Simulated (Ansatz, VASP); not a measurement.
# Cross-check of PtS2 between VASP and Ansatz, part 2 of 2

One calculation is typed for both programs; each brings its own data sets. How far apart do they land? The cell is taken from a series of runs on this material, whose earlier steps may have relaxed, scaled, displaced or heated it; both programs get it as it stands.

VASP 6.6.1 and Ansatz 0.2.0.

So far: The starting structure; VASP: zone-centre phonons, PBE with D3(BJ).

### 3. Ansatz: zone-centre phonons, PBE with D3(BJ)

Level of this step: Ansatz beside VASP: Kohn-Sham DFT, plane waves, PBE with D3(BJ) (Ansatz).

Ansatz runs on its PAW soft_1 files.

The same cell, functional, mesh and smearing now go to Ansatz, which takes its cutoff from its data sets.

The input, input.yaml:

```yaml
crystal:
  lattice:
    - [3.5803002964, 0.0, 0.0]
    - [-1.7901501482, 3.1006310099, 0.0]
    - [0.0, 0.0, 4.5777438302]
  atoms:
    - { symbol: S, position: [0.3333333333, 0.6666666667, 0.2630145302] }
    - { symbol: S, position: [0.6666666667, 0.3333333333, 0.7369854698] }
    - { symbol: Pt, position: [0.0, 0.0, 0.0] }
kpoints:
  mp_grid: { grid: [12, 12, 8] }
hamiltonian:
  xc: pbe
  dispersion: d3bj
  pseudopotentials: { kind: paw, azcp: { folder: soft_1 } }
scf:
  occupations: { method: gaussian, width: 0.01 }
output:
  eigenvalues: true
phonons:
  method: dfpt
```

On the command line:

```sh
ansatz run input.yaml --threads 4 --pin off --max-ram 10240MiB --backend cpu --events-out ev --progress --plain --runs-dir out
```

Numbers of over 12 decimals in the logs are rounded to 6 here.

Log:

```text
Engine: ansatz 0.2.0, x86_64-unknown-linux-gnu
Pseudopotentials: kind: paw
Pseudopotential: S, paw, valence charge 6, recommended cutoff 420 eV (normal), soft_1/S.paw.azcp
Pseudopotential: Pt, paw, valence charge 18, recommended cutoff 420 eV (normal), soft_1/Pt.paw.azcp
Functional definition: PBE
  parameter kappa = 0.804
  parameter beta = 0.066725
  exchange = pbe_x(kappa = kappa, mu = beta*pi^2/3)
  correlation = pbe_c(beta = beta)
Crystal: 3 atoms, lattice volume = 50.818 Å³
Basis set: ecut = 420 eV, 993 PW (Γ), exchange–correlation on 48×48×64 points (8 copies of the dense FFT grid, shifted against one another)
Bands: 19, of which v1, the nominal top of the filled ones, is band 15 counted from 1 (14 counted from 0)
Symmetry: 12 space group operations
k-points: 320 of 1152 (irreducible under 2 space group operations, time reversal used)
Non-local potential: S, projectors of the file, l = 0: 2, l = 1: 2, l = 2: 1
Non-local potential: Pt, projectors of the file, l = 0: 3, l = 1: 2, l = 2: 2, l = 3: 1
PAW form: soft (Blöchl's): semilocal exchange-correlation on the pseudo side does not see the compensation charge
PAW one-centre angular grid: S, 110 points (default); XC on 64 Gauss nodes
PAW one-centre angular grid: Pt, 590 points (default); XC on 64 Gauss nodes
Initial density: superposition of atomic densities (chi_scale 0.1, normalization cell, long waves kept (reshape's long-wave potential 0.01 eV rms))
Initial wavefunctions: pseudopotential atomic-orbital guess
Functional: x = pbe(κ = 0.804, μ = 0.219515), c = pbe(β = 0.066725)
SCF iter   1: F=—  HF=-14331.659230 eV  |F-HF|=—  |Δ(HF+E_count)|=         —  Δρ=7.87e-2  dr2=2.77e0  ethr=3.10e-3  ⟨swp⟩=6.4  Hψ=33857  notcnv=0
preconditioner: auto → Resta (q_TF=auto, 2.499 Å⁻¹)  ε∞=7.4  [insulator: Δε(μ)=0.568 eV  Ē_g=9.656 eV  σ=0.010 eV  W_gap=1.00  n_scr=20 (ndim 8)  ℏωp=24.4 eV  f_vac=0.000  D(μ)=0.00/eV (n_scr^D=0)  ε∞_Penn≈7.4]
SCF iter   2: F=—  HF=-14331.244728 eV  |F-HF|=—  |Δ(HF+E_count)|=   4.15e-1  Δρ=3.73e-2  dr2=5.62e-1  ethr=3.10e-3  ⟨swp⟩=2.6  Hψ=11254  notcnv=0
SCF iter   3: F=—  HF=-14331.155316 eV  |F-HF|=—  |Δ(HF+E_count)|=   8.94e-2  Δρ=5.09e-3  dr2=7.53e-3  ethr=1.87e-3  ⟨swp⟩=2.5  Hψ=9466  notcnv=0
SCF iter   4: F=—  HF=-14331.156723 eV  |F-HF|=—  |Δ(HF+E_count)|=   1.41e-3  Δρ=6.97e-4  dr2=2.42e-4  ethr=2.51e-5  ⟨swp⟩=2.2  Hψ=13008  notcnv=0  defer=1
SCF iter   5: F=—  HF=-14331.156916 eV  |F-HF|=—  |Δ(HF+E_count)|=   1.92e-4  Δρ=1.81e-4  dr2=1.94e-5  ethr=8.07e-7  ⟨swp⟩=2.0  Hψ=10906  notcnv=0  defer=1
SCF iter   6: F=—  HF=-14331.156933 eV  |F-HF|=—  |Δ(HF+E_count)|=   1.76e-5  Δρ=3.97e-5  dr2=6.98e-7  ethr=6.47e-8  ⟨swp⟩=2.0  Hψ=9406  notcnv=0  defer=1
SCF iter   7: F=—  HF=-14331.156936 eV  |F-HF|=—  |Δ(HF+E_count)|=   2.37e-6  Δρ=6.30e-6  dr2=1.81e-8  ethr=2.33e-9  ⟨swp⟩=2.0  Hψ=9600  notcnv=0  defer=1
SCF iter   8: F=—  HF=-14331.156936 eV  |F-HF|=—  |Δ(HF+E_count)|=   3.60e-8  Δρ=1.39e-6  dr2=1.33e-9  ethr=6.02e-11  ⟨swp⟩=2.3  Hψ=10618  notcnv=0  defer=1
SCF iter   9: F=—  HF=-14331.156936 eV  |F-HF|=—  |Δ(HF+E_count)|=   1.62e-9  Δρ=3.24e-7  dr2=6.80e-11  ethr=4.44e-12  ⟨swp⟩=2.0  Hψ=9417  notcnv=0  defer=1
SCF iter  10: F=-14331.156936 eV  HF=-14331.156936 eV  |F-HF|=1.82e-12  |Δ(HF+E_count)|=  3.27e-11  Δρ=7.92e-8  dr2=2.89e-12  ethr=1.00e-12  ⟨swp⟩=7.0  Hψ=30553  notcnv=0
SCF 1 converged in 10 iterations: F = -14331.156936 eV  dr2 = 2.89e-12
  greatest PAW one-centre occupation: 1.000 electrons in one spin orbital (limit 2), on the Pt atom at site 2 (counted from 0), in its partial waves of l = 0
DFPT response loops at Γ: preconditioner auto → Kerker (q_TF=auto, 2.499 Å⁻¹) (partly filled bands, converged f_vac=0.000); β = 1.00, the filter's whole step (`scf.mixing.beta` (0.50) is not read by the response loops under this deck's `scf.mixing.preconditioner`; to damp them name `kerker` or `kerker_dos`, under which they read `scf.mixing.beta`, and type it under 1.00, their step now; both keys bind the ground state too); Broyden in place of MSR1
SCF converged after 10 iterations
Free energy (F): -14331.156936 eV
Harris-Foulkes:  -14331.156936 eV  (|F-HF|=1.82e-12)
Internal energy: -14331.156917 eV  (E = F + TS)
E sigma→0 (E₀):  -14331.156926 eV
Entropy (-TS):   -0.000018 eV (-0.006 meV/atom)
Fermi energy:    12.874957 eV
--- Per-component energies (eV) ---
  E_band       = -277.523839
  E_kinetic    = 807.357216
  E_local      = -2694.951506  (includes V_loc(G=0)·N_el)
  E_nonlocal   = 272.187299
  E_hartree    = 1055.876547
  E_xc         = -410.358413
  E_vxc        = -437.255486  (∫ρ·V_xc dr)
  E_paw        = -10700.532398  (= ΣΔE_a)
  E_vpaw       = -336.615594  (= ΣTr[D̂ρ^β])
  E_aug_tail   = 0.001128  (compensation charges beyond the density's cutoff)
  E_ewald      = -2659.352822
  E_disp       = -1.383967  (pairwise vdW)
  E_smearing   = -0.000018  (= −TS)
  E_closure    = 0.000000  (closes the sum)
  Σ components = -14331.156936   (vs F -14331.156936, Δ=0.00e0)
--- Band table (eV; the first three rows and the last of 320) ---
  k-point 0: bands = [... 11 lower, 10.3142, 11.2002, 11.2002, 12.9685, 13.8626, 13.8626, 16.2577, 17.8536]
  k-point 1: bands = [... 11 lower, 10.2783, 11.0941, 11.0941, 12.6501, 14.0410, 14.0410, 16.4519, 18.1733]
  k-point 2: bands = [... 11 lower, 10.1294, 10.8654, 10.8654, 11.9809, 14.4675, 14.4675, 16.9963, 18.8626]
  k-point 319: bands = [... 11 lower, 9.2301, 9.5052, 9.9460, 10.5569, 14.3270, 14.6312, 18.9248, 19.2803]
--- Phonons (Γ-DFPT): 4 representative perturbations + reference, on 320 of 1152 k-points (Σ response iterations 12) ---
  k mesh reduced under 2 symmetry operations, with k and −k counted as one. Each operation leaves every solved perturbation unchanged. A smaller set is not used because it would not reduce the number of displacements times k-points to solve
  ASR residual: 2.044e-5 → 0.000e0 eV/Å²; symmetrization residual: 5.024e-6 eV/Å²
  pairwise dispersion correction: d3bj (s6 = 1.0, s8 = 0.7875, a1 = 0.4289, a2_bohr = 4.4407), with the weights of each atom's references fixed at the reference crystal's, and the forces and stress that the weights' published response gives there kept as a pressure on the atom's counted neighbours (hamiltonian.dispersion)
  ASR residual per site (eV/Å²): 5.86e-6 5.86e-6 2.04e-5
  Γ frequencies (cm⁻¹): 0.00 0.00 0.00 291.05 291.05 305.77 305.77 321.23 335.96
  non-analytic LO–TO correction: not included (Born effective charges unavailable; polar crystals: no LO–TO splitting at Γ)
```

### 4. Comparison

Known differences besides the potentials themselves: the data sets hold 30 valence electrons in Ansatz (on its PAW soft_1 files) and 22 in VASP; the cutoff is 420 eV in Ansatz and 500 eV in VASP; Ansatz takes the dispersion share of the force constants at frozen C6 weights, VASP differentiates the full forces; VASP uses finite displacements, Ansatz perturbation theory. Total energies have different zeros and are not compared.

Both answers:

```csv
quantity,Ansatz,VASP,difference
optical mode 1 to 2 (cm⁻¹),291.1,291.9,-0.28 %
optical mode 3 to 4 (cm⁻¹),305.8,305.2,+0.19 %
optical mode 5 (cm⁻¹),321.2,321.3,-0.03 %
optical mode 6 (cm⁻¹),336.0,335.1,+0.27 %
```

Modes are paired by rising frequency, not by their patterns, so a pair may set unlike modes beside each other; they are those without the splitting of longitudinal modes.

### 5. Outcome

* r.m.s. difference of the optical zone-centre modes, each program's sorted by frequency (zone-centre phonons, PBE with D3(BJ)): 0.68 cm⁻¹

**Reading.** The r.m.s. difference of the optical zone-centre modes, each program's sorted by frequency is 0.68 cm⁻¹ (zone-centre phonons, PBE with D3(BJ)). The data sets hold unlike numbers of valence electrons (30 in Ansatz and 22 in VASP), so part of the differences comes from the potentials. Such differences can come from data sets, numerical settings and the points named under the comparisons, not from the functional's error against experiment.

[Lines on the potential files, build, host, timing and source positions are cut from VASP's logs without a mark.]

[Logs are printed without paths, hosts, clocks, repeated set-up lines and the standing remarks that a program may print on its own settings, such as how far it seeks lower states.]

[Hosts, paths, dates, database ids (printed as entryN), source tags and the programs' standing remarks are cut or masked in the printed files.]
